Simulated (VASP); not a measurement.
# Driving VASP from ASE on SnO2 (Cassiterite), part 3 of 3

Do ASE scripts that read SnO2 (Cassiterite) from different structure formats give one answer, and do several routes find one equilibrium volume? All runs use LDA. Left out of this account: at least 1 further run (self-consistent run: a reference on another mesh). The start is a cell from a database of measured crystal structures.

VASP 6.6.1; LDA; plane waves and PAW (Sn_d, O).

So far. Step 4 (Full relaxation (LDA, through ASE)): It ends with a largest force of 0.005 eV/Å and a pressure of -0.01 GPa. Step 5 (Equation of state by an ASE loop (LDA)): The fit over cells of fixed shape and fractional positions puts the volume +0.31 % from the relaxed one.

### 6. BFGS in ASE (LDA)

Here ASE drives the relaxation and calls VASP for forces and stress at each step.

Input file run.py:

```python
import numpy as np
from ase.calculators.vasp import Vasp
from ase import Atoms
from ase.optimize import BFGS
from ase.filters import FrechetCellFilter

atoms = Atoms(['Sn', 'Sn', 'O', 'O', 'O', 'O'],
              cell=[[4.738, 0.0, 0.0], [0.0, 4.738, 0.0], [0.0, 0.0, 3.1865]],
              scaled_positions=[[0.0, 0.0, 0.0], [0.5, 0.5, 0.5], [0.3071, 0.3071, 0.0], [0.1929, 0.8071, 0.5], [0.6929, 0.6929, 0.0], [0.8071, 0.1929, 0.5]],
              pbc=True)

calc = Vasp(
    xc='lda',
    pp='LDA',
    prec='Accurate',
    encut=520,
    ediff=1e-06,
    nelm=100,
    ismear=-1,
    sigma=0.05,
    lreal=False,
    algo='Normal',
    nbands=32,
    lorbit=11,
    lwave=False,
    lcharg=False,
    kpar=4,
    isif=2,
    pp_version='64',
    setups={'Sn': '_d', 'O': ''},
    kpts=(5, 5, 8),
    gamma=True,
    txt='vasp.out',
)
atoms.calc = calc

BFGS(FrechetCellFilter(atoms)).run(fmax=0.02, steps=30)
print("cell (A, degrees):", np.round(atoms.cell.cellpar(), 4))
print("volume (A^3):", round(atoms.get_volume(), 4))
print("energy (eV):", round(atoms.get_potential_energy(), 6))
print("Fermi level (eV):", round(calc.get_fermi_level(), 4))
print("forces (eV/A):")
print(np.round(atoms.get_forces(), 4))
print("stress (GPa, Voigt, tension positive):", np.round(atoms.get_stress() * 160.21766, 3))
```

The projector-augmented-wave data sets are Sn_d and O (LDA family, release 64).

Run with:

```bash
> export ASE_VASP_COMMAND="mpirun -np 4 vasp_std"
> python run.py
```

Log:

```text
Step     Time          Energy          fmax
BFGS:    0 --:--:--      -42.277906        0.180770
BFGS:    1 --:--:--      -42.279610        0.118894
BFGS:    2 --:--:--      -42.281049        0.036875
BFGS:    3 --:--:--      -42.281100        0.034544
BFGS:    4 --:--:--      -42.281467        0.020610
BFGS:    5 --:--:--      -42.281473        0.008849
cell (A, degrees): [ 4.7289  4.7289  3.1968 90.     90.     90.    ]
volume (A^3): 71.4888
energy (eV): -42.281472
Fermi level (eV): 6.4519
forces (eV/A):
[[ 0.      0.     -0.    ]
 [ 0.      0.     -0.    ]
 [ 0.0063  0.0063 -0.    ]
 [-0.0063  0.0063 -0.    ]
 [-0.0063 -0.0063  0.    ]
 [ 0.0063 -0.0063  0.    ]]
stress (GPa, Voigt, tension positive): [ 0.011  0.011  0.01  -0.    -0.    -0.   ]
```

Wall time 48 s (4 MPI ranks of Intel Xeon 6975P-C (Granite Rapids), shared host); peak memory 0.7 GiB.

ASE turned this into the INCAR:

```
ENCUT = 520.000000
SIGMA = 0.050000
EDIFF = 1.00e-06
ALGO = Normal
PREC = Accurate
ISIF = 2
ISMEAR = -1
KPAR = 4
LORBIT = 11
NBANDS = 32
NELM = 100
LCHARG = .FALSE.
LWAVE = .FALSE.
LREAL = .FALSE.
```

ASE turned this into the KPOINTS:

```
KPOINTS created by Atomic Simulation Environment
0
Gamma
5 5 8
0 0 0
```

VASP's own log, vasp.out (the last of its runs):

```text
[... set-up lines as in an earlier step ...]
 entering main loop
       N       E                     dE             d eps       ncg     rms          rms(c)
DAV:   1     0.623195167307E+03    0.62320E+03   -0.26305E+04  2152   0.256E+03
DAV:   2     0.462170871718E+02   -0.57698E+03   -0.55243E+03  2152   0.675E+02
DAV:   3    -0.439449387728E+02   -0.90162E+02   -0.88999E+02  2136   0.218E+02
DAV:   4    -0.483097345468E+02   -0.43648E+01   -0.43475E+01  2328   0.533E+01
DAV:   5    -0.484432755611E+02   -0.13354E+00   -0.13350E+00  2376   0.957E+00    0.158E+01
DAV:   6    -0.423401619279E+02    0.61031E+01   -0.22151E+01  3192   0.703E+01    0.613E+00
DAV:   7    -0.423741773326E+02   -0.34015E-01   -0.20718E+00  2192   0.841E+00    0.324E+00
DAV:   8    -0.422979684690E+02    0.76209E-01   -0.29266E-01  3000   0.516E+00    0.745E-01
DAV:   9    -0.422813214420E+02    0.16647E-01   -0.66877E-02  3104   0.380E+00    0.133E-01
DAV:  10    -0.422814704809E+02   -0.14904E-03   -0.46054E-03  2816   0.594E-01    0.478E-02
DAV:  11    -0.422814729021E+02   -0.24212E-05   -0.24087E-04  3088   0.213E-01    0.223E-02
DAV:  12    -0.422814764411E+02   -0.35390E-05   -0.24749E-05  2800   0.460E-02    0.152E-02
DAV:  13    -0.422814724381E+02    0.40030E-05   -0.14087E-05  2528   0.463E-02    0.166E-03
DAV:  14    -0.422814725580E+02   -0.11984E-06   -0.15519E-06  1760   0.946E-03
   1 F= -.42281473E+02 E0= -.42281472E+02  d E =-.165718E-06
```

Parts of OUTCAR (step 6):

```text
   ENCUT  =  520.0 eV  38.22 Ry    6.18 a.u.   8.79  8.79  5.94*2*pi/ulx,y,z

   NELECT =      52.0000    total number of electrons

 E-fermi :   6.4519

 k-point     1 :       0.0000    0.0000    0.0000
  band No.  band energies     occupation
    ...
     22       4.5952      2.00000
     23       4.5952      2.00000
     24       5.0736      2.00000
     25       5.0736      2.00000
     26       5.8780      1.99998
     27       7.0144      0.00003
     28      11.7921      0.00000
     29      11.9227      0.00000
     30      11.9227      0.00000
     31      15.9666      0.00000
    ...

  Total       -0.0047938     -0.0047938     -0.0043416      0.0000000      0.0000000      0.0000000
  in kB       -0.1074363     -0.1074363     -0.0973010      0.0000000      0.0000000      0.0000000
  external PRESSURE =      -0.1040579 kB  Pullay stress =       0.0000000 kB

 POSITION                                       TOTAL-FORCE (eV/Angst)
 -----------------------------------------------------------------------------------
      0.00000      0.00000      0.00000         0.000000      0.000000     -0.000000
      2.36447      2.36447      1.59839         0.000000      0.000000     -0.000000
      1.44704      1.44704     -0.00000         0.006269      0.006269     -0.000000
      0.91743      3.81151      1.59839        -0.006269      0.006269     -0.000000
      3.28189      3.28189     -0.00000        -0.006269     -0.006269      0.000000
      3.81151      0.91743      1.59839         0.006269     -0.006269      0.000000
 -----------------------------------------------------------------------------------
    total drift:                                0.000000      0.000000      0.000000

  FREE ENERGIE OF THE ION-ELECTRON SYSTEM (eV)
  ---------------------------------------------------
  free  energy   TOTEN  =       -42.2814725580 eV

  energy  without entropy=      -42.2814723922  energy(sigma->0) =      -42.28147248

[... 5 parts as in an earlier step ...]

[... 11 further parts left out ...]
```

Numbers from this step:

```
optimizer steps   : 5
volume after bfgs : 11.91 Å³/atom
```

### 7. A single point (LDA, through ASE) with a changed input

A single point gives energy, forces and stress at these settings. Some settings are moved from the usual, to see what they do.

run.py: that of step 6 with these lines changed.

```diff
@@ -3,4 +3,3 @@
 from ase import Atoms
-from ase.optimize import BFGS
-from ase.filters import FrechetCellFilter
+from ase.dft.bandgap import bandgap
 
@@ -18,4 +17,4 @@
     nelm=100,
-    ismear=-1,
-    sigma=0.05,
+    ismear=1,
+    sigma=0.1,
     lreal=False,
@@ -36,5 +35,2 @@
 
-BFGS(FrechetCellFilter(atoms)).run(fmax=0.02, steps=30)
-print("cell (A, degrees):", np.round(atoms.cell.cellpar(), 4))
-print("volume (A^3):", round(atoms.get_volume(), 4))
 print("energy (eV):", round(atoms.get_potential_energy(), 6))
@@ -44 +40,3 @@
 print("stress (GPa, Voigt, tension positive):", np.round(atoms.get_stress() * 160.21766, 3))
+gap, p1, p2 = bandgap(calc, direct=False)
+print("gap on the mesh (eV):", round(gap, 4))
```

Log:

```text
energy (eV): -42.27789
Fermi level (eV): 5.9453
forces (eV/A):
[[ 0.      0.      0.    ]
 [ 0.      0.      0.    ]
 [-0.1278 -0.1278 -0.    ]
 [ 0.1278 -0.1278 -0.    ]
 [ 0.1278  0.1278  0.    ]
 [-0.1278  0.1278  0.    ]]
stress (GPa, Voigt, tension positive): [ 0.196  0.196 -1.351 -0.    -0.     0.   ]
gap on the mesh (eV): 1.1689
```

Run time: 9 s. Hardware: 4 MPI ranks; peak memory 0.68 GiB; 31 s of CPU time.

ASE turned this into the INCAR:

```
ENCUT = 520.000000
SIGMA = 0.100000
EDIFF = 1.00e-06
ALGO = Normal
PREC = Accurate
ISIF = 2
ISMEAR = 1
KPAR = 4
LORBIT = 11
NBANDS = 32
NELM = 100
LCHARG = .FALSE.
LWAVE = .FALSE.
LREAL = .FALSE.
```

ASE turned this into the KPOINTS:

```
KPOINTS created by Atomic Simulation Environment
0
Gamma
5 5 8
0 0 0
```

vasp.out:

```text
[... set-up lines as in an earlier step ...]
 entering main loop
       N       E                     dE             d eps       ncg     rms          rms(c)
DAV:   1     0.627439550929E+03    0.62744E+03   -0.26315E+04  2168   0.255E+03
DAV:   2     0.485640821034E+02   -0.57888E+03   -0.55765E+03  2144   0.676E+02
DAV:   3    -0.438045386365E+02   -0.92369E+02   -0.90962E+02  2208   0.220E+02
DAV:   4    -0.483020061689E+02   -0.44975E+01   -0.44832E+01  2272   0.546E+01
DAV:   5    -0.484418798359E+02   -0.13987E+00   -0.13984E+00  2376   0.975E+00    0.158E+01
DAV:   6    -0.423354776035E+02    0.61064E+01   -0.22110E+01  3152   0.703E+01    0.615E+00
DAV:   7    -0.423704424390E+02   -0.34965E-01   -0.20783E+00  2216   0.844E+00    0.324E+00
DAV:   8    -0.422942055797E+02    0.76237E-01   -0.28818E-01  2992   0.514E+00    0.741E-01
DAV:   9    -0.422777202319E+02    0.16485E-01   -0.65239E-02  3056   0.378E+00    0.132E-01
DAV:  10    -0.422778681270E+02   -0.14790E-03   -0.45239E-03  2776   0.582E-01    0.479E-02
DAV:  11    -0.422778751884E+02   -0.70615E-05   -0.21528E-04  3056   0.199E-01    0.218E-02
DAV:  12    -0.422778788790E+02   -0.36906E-05   -0.23035E-05  2688   0.436E-02    0.151E-02
DAV:  13    -0.422778750047E+02    0.38743E-05   -0.13669E-05  2552   0.456E-02    0.173E-03
DAV:  14    -0.422778751098E+02   -0.10518E-06   -0.14183E-06  1672   0.913E-03
   1 F= -.42277875E+02 E0= -.42277890E+02  d E =0.461668E-04
```

Parts of OUTCAR (step 7):

```text
   NELECT =      52.0000    total number of electrons

 E-fermi :   5.9453

 k-point     1 :       0.0000    0.0000    0.0000
  band No.  band energies     occupation
    ...
     22       4.6013      2.00000
     23       4.6013      2.00000
     24       5.0593      2.00000
     25       5.0593      2.00000
     26       5.8655      1.97903
     27       7.0344     -0.00000
     28      11.7855      0.00000
     29      11.9591      0.00000
     30      11.9591      0.00000
     31      15.9751      0.00000
    ...

  Total       -0.0876690     -0.0876690      0.6033275     -0.0000000      0.0000000      0.0000000
  in kB       -1.9635990     -1.9635990     13.5132444     -0.0000000      0.0000000      0.0000000
  external PRESSURE =       3.1953488 kB  Pullay stress =       0.0000000 kB

 POSITION                                       TOTAL-FORCE (eV/Angst)
 -----------------------------------------------------------------------------------
      0.00000      0.00000      0.00000         0.000000      0.000000      0.000000
      2.36900      2.36900      1.59325         0.000000      0.000000      0.000000
      1.45504      1.45504      0.00000        -0.127825     -0.127825     -0.000000
      0.91396      3.82404      1.59325         0.127825     -0.127825     -0.000000
      3.28296      3.28296      0.00000         0.127825      0.127825      0.000000
      3.82404      0.91396      1.59325        -0.127825      0.127825      0.000000
 -----------------------------------------------------------------------------------
    total drift:                               -0.000000      0.000000      0.000000

  FREE ENERGIE OF THE ION-ELECTRON SYSTEM (eV)
  ---------------------------------------------------
  free  energy   TOTEN  =       -42.2778751098 eV

  energy  without entropy=      -42.2779212767  energy(sigma->0) =      -42.27789050

[... 14 parts as in an earlier step ...]

[... 3 further parts left out ...]
```

Methfessel-Paxton smearing is not meant for a cell with a gap.

Numbers from this step:

| Item | Value |
| --- | --- |
| Fermi energy | 5.945 eV |
| pressure | 0.3195 GPa |
| gap on the k-mesh | 1.169 eV |
| least direct gap on the k-mesh | 1.169 eV |

Force by atom:

```tsv
atom	x (eV/Å)	y (eV/Å)	z (eV/Å)	size
Sn1	0.000	0.000	0.000	0.000
Sn2	0.000	0.000	0.000	0.000
O3	-0.128	-0.128	0.000	0.181
O4	0.128	-0.128	0.000	0.181
O5	0.128	0.128	0.000	0.181
O6	-0.128	0.128	0.000	0.181
```

Against the sound run “Total energy, forces and stress (LDA, through ASE)”, the energy at zero smearing moves by +0.0 meV an atom, the pressure by -0.00 GPa and the gap by +0.00 eV.

### 8. The runs together

| run | atoms | mesh | energy (eV/atom) | pressure (GPa) |
| --- | --- | --- | --- | --- |
| ASE, structure read from an extended xyz file | 6 | 5×5×8 | -7.04632 | 0.320 |
| ASE, structure read from a CIF with its space group | 6 | 6×6×8 | -7.04634 | 0.325 |

### 9. Outcome

```json
{
  "energy, ASE, structure read from an extended xyz file": "-7.04632 eV/atom",
  "energy, ASE, structure read from a CIF with its space group": "-7.04634 eV/atom",
  "volume from VASP's own relaxation": "11.92 Å³/atom",
  "volume from the fit of the ASE volume loop": "11.95 Å³/atom",
  "volume from BFGS in ASE": "11.91 Å³/atom"
}
```

What this shows: With the structure read from a CIF with its space group, ASE's run reproduces the energy of the first script. The routes to the equilibrium volume agree within 0.32 %. A relaxation follows the stress, which carries a basis-set error, while a volume loop fits energies; every loop stops at a tolerance; VASP's relaxation keeps the plane waves of its start, while ASE starts VASP afresh at each cell, and a loop at fixed shape can't relax anything but the volume.

[Lines on the potential files, build, host, timing and source positions are cut from VASP's logs without a mark.]

[Logs are printed without paths, hosts, clocks, repeated set-up lines and the standing remarks that a program may print on its own settings, such as how far it seeks lower states.]

[Hosts, paths, dates, database ids (printed as entryN), source tags and the programs' standing remarks are cut or masked in the printed files.]

[A measured line is paired with the nearest computed mode of its activity, which favours agreement.]

[In band tables of VASP the shares of atoms and orbitals are scaled to a sum of 1 inside the atoms' spheres.]
